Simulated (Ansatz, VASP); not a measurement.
# WS2 (Tungstenite) in two plane-wave programs

Wanted: the spread between two codes on one cell, functional and k mesh. The cell is taken from a series of runs on this material, whose earlier steps may have relaxed, scaled, displaced or heated it; both programs get it as it stands.

Main program and level: Ansatz 0.2.0; plane waves, with VASP 6.6.1 beside it; G0W0 gap at PBE, DFT+U.

### Step 1. The starting structure

The structure is hexagonal, space group P6_3/mmc (No. 194). The conventional cell has a = 3.153 Å, b = 3.153 Å, c = 12.323 Å, α = 90.00°, β = 90.00°, γ = 120.00°. W has 6 S at 2.40 Å nearest. Nearest to S lie 3 W at 2.40 Å. Farther neighbours and most contacts between anions are not listed.

### Step 2. Ansatz: G0W0 gap, PBE, DFT+U

Ansatz runs on its PAW soft_1 files.

Quasiparticle shifts depend on high empty states and on the cores, so they are the hardest test of two PAW sets.

File input.yaml:

```yaml
crystal:
  lattice:
    - [3.1532, 0.0, 0.0]
    - [-1.5766, 2.7307513032, 0.0]
    - [0.0, 0.0, 12.323]
  atoms:
    - { symbol: W, position: [0.3333333333, 0.6666666667, 0.25] }
    - { symbol: W, position: [0.6666666667, 0.3333333333, 0.75] }
    - { symbol: S, position: [0.3333333333, 0.6666666667, 0.6225] }
    - { symbol: S, position: [0.6666666667, 0.3333333333, 0.1225] }
    - { symbol: S, position: [0.3333333333, 0.6666666667, 0.8775] }
    - { symbol: S, position: [0.6666666667, 0.3333333333, 0.3775] }
kpoints:
  mp_grid: { grid: [6, 6, 2] }
hamiltonian:
  xc: pbe
  hubbard:
    projectors: ortho-atomic
    sites: [{ species: W, l: d, u_eff: 4.0 }]
  pseudopotentials: { kind: paw, azcp: { folder: soft_1 } }
scf:
  occupations: { method: fixed }
gw:
  n_empty_bands: 442
  ecut_chi: 150.0
  qp_bands: [v2, c2]
  qp_kpoints: band_edges
  screening: { model: contour_deformation }
```

Command:

```sh
ansatz run input.yaml --threads 4 --pin off --max-ram 138240MiB --backend cuda --events-out ev --progress --plain --runs-dir out --devices 1 --max-vram 26GiB
```

Numbers of over 12 decimals in the logs are rounded to 6 here.

What it wrote:

```text
GPUs: using 1 of 1 available (devices: 1).
Engine: ansatz 0.2.0, x86_64-unknown-linux-gnu
Pseudopotentials: kind: paw
Pseudopotential: W, paw, valence charge 14, recommended cutoff 420 eV (normal), soft_1/W.paw.azcp
Pseudopotential: S, paw, valence charge 6, recommended cutoff 420 eV (normal), soft_1/S.paw.azcp
Functional definition: PBE
  parameter kappa = 0.804
  parameter beta = 0.066725
  exchange = pbe_x(kappa = kappa, mu = beta*pi^2/3)
  correlation = pbe_c(beta = beta)
device memory: the entry about to start is reckoned to put 1.1 GiB on a device that reports 50.3 GiB free (of which the cap on the GPU budget leaves the run 26.0 GiB)
GPU FFT provider: cuFFT
GPU libraries: cuBLAS 13.8.2, cuFFT 12.4.0, cuSOLVER 12.3.4
Crystal: 6 atoms, lattice volume = 106.108 Å³
Basis set: ecut = 420 eV, 2057 PW (Γ)
Bands: 32, of which v1, the nominal top of the filled ones, is band 26 counted from 1 (25 counted from 0)
Symmetry: 24 space group operations
Space group: P63/mmc (ITA 194), of the structure as read, at distance tolerance 4.7e-5 Å
k-points: 14 of 72
Non-local potential: W, projectors of the file, l = 0: 3, l = 1: 2, l = 2: 2, l = 3: 1
Non-local potential: S, projectors of the file, l = 0: 2, l = 1: 2, l = 2: 1
PAW form: soft (Blöchl's): semilocal exchange-correlation on the pseudo side does not see the compensation charge
PAW one-centre angular grid: W, 590 points (default); XC on 64 Gauss nodes
PAW one-centre angular grid: S, 110 points (default); XC on 64 Gauss nodes
Initial density: superposition of atomic densities (chi_scale 0.1, normalization cell, long waves of neutral atoms under a Hubbard term (reshape's long-wave potential 0.03 eV rms, cloud 2.67 Å wide))
Initial wavefunctions: pseudopotential atomic-orbital guess
GPU buffer pool allocated for 51840 grid points (all kernels)
GPU transforms: local potential and band sums: pruned to the plane-wave sphere, on 24×24×90
Functional: x = pbe(κ = 0.804, μ = 0.219515), c = pbe(β = 0.066725)
SCF iter   1: F=—  HF=-24375.389268 eV  |F-HF|=—  |Δ(HF+E_count)|=         —  Δρ=4.45e-2  dr2=2.60e0  ethr=3.10e-3  ⟨swp⟩=4.8  Hψ=2052  notcnv=0  defer=28
preconditioner: auto → Resta (q_TF=auto, 2.423 Å⁻¹)  ε∞=7.1  [insulator: Δε(μ)=0.920 eV  Ē_g=8.743 eV  n_scr=26 (ndim 8)  ℏωp=21.6 eV  f_vac=0.001  ε∞_Penn≈7.1]
SCF iter   2: F=—  HF=-24375.097191 eV  |F-HF|=—  |Δ(HF+E_count)|=   2.92e-1  Δρ=2.30e-2  dr2=1.05e0  ethr=3.10e-3  ⟨swp⟩=2.6  Hψ=779  notcnv=0  defer=41
SCF iter   3: F=—  HF=-24375.021005 eV  |F-HF|=—  |Δ(HF+E_count)|=   7.62e-2  Δρ=9.10e-3  dr2=1.34e-1  ethr=2.02e-3  ⟨swp⟩=2.6  Hψ=706  notcnv=0  defer=49
SCF iter   4: F=—  HF=-24375.002846 eV  |F-HF|=—  |Δ(HF+E_count)|=   1.82e-2  Δρ=2.80e-3  dr2=1.05e-2  ethr=2.57e-4  ⟨swp⟩=2.6  Hψ=777  notcnv=0  defer=53
SCF iter   5: F=—  HF=-24375.005876 eV  |F-HF|=—  |Δ(HF+E_count)|=   3.03e-3  Δρ=5.80e-4  dr2=5.41e-4  ethr=2.01e-5  ⟨swp⟩=2.1  Hψ=695  notcnv=0  defer=56
SCF iter   6: F=—  HF=-24375.006452 eV  |F-HF|=—  |Δ(HF+E_count)|=   5.76e-4  Δρ=1.79e-4  dr2=3.41e-5  ethr=1.04e-6  ⟨swp⟩=2.4  Hψ=836  notcnv=0  defer=56
SCF iter   7: F=—  HF=-24375.006476 eV  |F-HF|=—  |Δ(HF+E_count)|=   2.37e-5  Δρ=4.65e-5  dr2=3.03e-6  ethr=6.55e-8  ⟨swp⟩=2.1  Hψ=705  notcnv=0  defer=37
SCF iter   8: F=-24375.006481 eV  HF=-24375.006481 eV  |F-HF|=4.91e-8  |Δ(HF+E_count)|=   5.46e-6  Δρ=9.67e-6  dr2=9.52e-8  ethr=1.92e-10  ⟨swp⟩=6.5  Hψ=2374  notcnv=0
SCF 1 converged in 8 iterations: F = -24375.006481 eV  dr2 = 9.52e-8
  greatest PAW one-centre occupation: 0.999 electrons in one spin orbital (limit 2), on the W atom at site 1 (counted from 0), in its partial waves of l = 0
device memory: the entry about to start is reckoned to put 1.2 GiB (of the 1.3 GiB reckoned in all, the device holds 0.1 GiB already) on a device that reports 50.2 GiB free (of which the cap on the GPU budget leaves the run 25.9 GiB)
NSCF: frozen V_eff on 14 k-points, pencils in batches of 32, up to order 128
the band table was solved once the SCF had ended and its energy, with any forces and stress, was formed, with the checks that follow a solve (1410 applications of the Hamiltonian). They found nothing against the state; the energy, forces and stress were not computed again (output.eigenvalues in the input reference)
device memory: the entry about to start is reckoned to put 6.3 GiB on a device that reports 50.3 GiB free (of which the cap on the GPU budget leaves the run 26.0 GiB)
NSCF: frozen V_eff on 14 k-points
G₀W₀ screening: q 1/14
[... further progress lines ...]
SCF converged after 8 iterations
Free energy (F): -24375.006481 eV
Harris-Foulkes:  -24375.006481 eV  (|F-HF|=4.91e-8)
Internal energy: -24375.006481 eV  (E = F + TS)
E sigma→0 (E₀):  -24375.006481 eV
Fermi energy:    11.542608 eV
--- Per-component energies (eV) ---
  E_band       = -373.576501
  E_kinetic    = 1270.769475
  E_local      = -3399.521599  (includes V_loc(G=0)·N_el)
  E_nonlocal   = 87.865687
  E_hartree    = 1413.108946
  E_xc         = -892.857640
  E_vxc        = -796.181743  (∫ρ·V_xc dr)
  E_hubbard    = 9.904922  (on-site DFT+U / exact-exchange correction)
  E_vhub       = -0.084311  (the Hubbard potential's part of the band-sum identity)
  E_paw        = -19589.511637  (= ΣΔE_a)
  E_vpaw       = -362.643751  (= ΣTr[D̂ρ^β])
  E_aug_tail   = 0.000308  (compensation charges beyond the density's cutoff)
  E_ewald      = -3274.764942
  E_smearing   = -0.000000  (= −TS)
  E_closure    = 0.000000  (closes the sum)
  Σ components = -24375.006481   (vs F -24375.006481, Δ=0.00e0)
--- Band table (eV; the first three rows and the last of 14) ---
  k-point 0: bands = [... 22 lower, 9.6367, 10.2142, 10.2948, 11.5426, 14.0639, 14.0639, 14.1292, 14.1292, ... 2 higher]
  k-point 1: bands = [... 22 lower, 9.6087, 9.6087, 11.2446, 11.2446, 14.1007, 14.1007, 14.1007, 14.1007, ... 2 higher]
  k-point 2: bands = [... 22 lower, 9.4260, 10.2601, 10.2656, 10.7310, 13.2507, 13.7001, 13.8989, 13.9367, ... 2 higher]
  k-point 13: bands = [... 22 lower, 8.6582, 8.6582, 11.0108, 11.0108, 12.7652, 12.7652, 14.3940, 14.3940, ... 2 higher]
Occupation matrices written to <dir>
--- G₀W₀: contour deformation, 7 samples at zero and on the imaginary axis and 1 off it, 72 q-points, 442 empty bands' worth ---
  eigenvalues of the whole cell's RPA ε∞ on this k-mesh (on a slab, of 1 + 4πα/V) = 5.9497, 14.4425, 14.4425; static W/v taken at q = 0 is 0.071960
  bands read: the sum over 468 bands ends inside a degenerate multiplet in 3 slots, whose members it reads at an even weight; the widest, k=1: bands 467 to 470 (counted from 1) at 2/4 each
  gw.qp_kpoints: band_edges: 10 of 14 stored k-points solved, in 1 pass; an edge of the gap read off the rows below is read off those points alone
    valence top: of the k-points left out ik 7 came nearest to being solved in a further pass, in band 25 (counted from 1, as in the quasiparticle table): it holds the edge there only if its correction is more favourable than any solved in that band by at least 1.573 eV; those differ by 0.349 eV
    conduction bottom: of the k-points left out ik 4 came nearest to being solved in a further pass, in band 27 (counted from 1, as in the quasiparticle table): it holds the edge there only if its correction is more favourable than any solved in that band by at least 0.616 eV; those differ by 0.231 eV
    ik  band        ε_KS         Σx   Σc(E_QP)       V_xc       Z   E_QP_lin       E_QP  E_QP is
     0    25     10.2948   -18.4677     1.0914   -17.2002  0.7481    10.1181    10.1187  root
     0    26     11.5426   -19.6723     0.5536   -18.9856  0.7544    11.4093    11.4095  root
     0    27     14.0639   -13.8967    -4.1830   -18.2847  0.7423    14.2697    14.2689  root
     0    28     14.0639   -13.8967    -4.1830   -18.2847  0.7423    14.2697    14.2689  root
     1    25     11.2446   -19.3764     0.8209   -18.3624  0.7547    11.0511    11.0515  root
     1    26     11.2446   -19.3764     0.8209   -18.3624  0.7547    11.0511    11.0515  root
     1    27     14.1007   -13.7848    -4.3302   -18.3168  0.7508    14.3032    14.3024  root
     1    28     14.1007   -13.7848    -4.3302   -18.3168  0.7508    14.3032    14.3024  root
     2    25     10.2656   -18.8664     2.0037   -16.3376  0.7536     9.7355     9.7404  root
     2    26     10.7310   -19.3565     0.9371   -18.2350  0.7518    10.5461    10.5466  root
     2    27     13.2507   -13.3249    -4.0286   -17.5289  0.7580    13.4266    13.4261  root
     2    28     13.7001   -14.0489    -4.1083   -18.3680  0.7484    13.9117    13.9109  root
     3    25     10.6708   -19.3689     1.0743   -18.0806  0.7515    10.4561    10.4568  root
     3    26     10.6708   -19.3689     1.0743   -18.0806  0.7515    10.4561    10.4568  root
     3    27     13.5510   -13.6696    -4.1332   -17.9948  0.7534    13.7436    13.7430  root
     3    28     13.5510   -13.6696    -4.1332   -17.9948  0.7534    13.7436    13.7430  root
     8    25     10.0647   -19.7105     1.2783   -18.2336  0.7450     9.8653     9.8660  root
     8    26     10.0753   -19.6924     1.2986   -18.1519  0.7461     9.8323     9.8334  root
     8    27     12.6380   -12.9874    -3.7969   -16.9508  0.7662    12.8049    12.8046  root
     8    28     13.5084   -14.1569    -4.2678   -18.6636  0.7518    13.7483    13.7473  root
     9    25     10.0794   -19.7099     1.2876   -18.1962  0.7457     9.8525     9.8534  root
     9    26     10.0794   -19.7099     1.2876   -18.1962  0.7457     9.8525     9.8534  root
     9    27     13.0651   -13.5342    -3.9889   -17.7097  0.7610    13.2523    13.2518  root
     9    28     13.0651   -13.5342    -3.9889   -17.7097  0.7610    13.2523    13.2518  root
[...]
12    25     10.9175   -18.6180     0.4905   -17.8754  0.7582    10.6647    10.6654  root
    12    26     11.1261   -19.1131     0.4008   -18.4827  0.7579    10.8960    10.8965  root
    12    27     12.7651   -15.9587    -3.8381   -20.1945  0.7571    13.1652    13.1628  root
    12    28     12.7651   -15.9587    -3.8381   -20.1945  0.7571    13.1652    13.1628  root
    13    25     11.0108   -18.8072     0.4427   -18.1224  0.7582    10.7680    10.7687  root
    13    26     11.0108   -18.8072     0.4427   -18.1224  0.7582    10.7680    10.7687  root
    13    27     12.7652   -15.9618    -3.8379   -20.1976  0.7571    13.1653    13.1630  root
    13    28     12.7652   -15.9618    -3.8379   -20.1976  0.7571    13.1653    13.1630  root
```

[end of part 1 of 2]

[Lines on the potential files, build, host, timing and source positions are cut from VASP's logs without a mark.]

[Logs are printed without paths, hosts, clocks, repeated set-up lines and the standing remarks that a program may print on its own settings, such as how far it seeks lower states.]

[Hosts, paths, dates, database ids (printed as entryN), source tags and the programs' standing remarks are cut or masked in the printed files.]
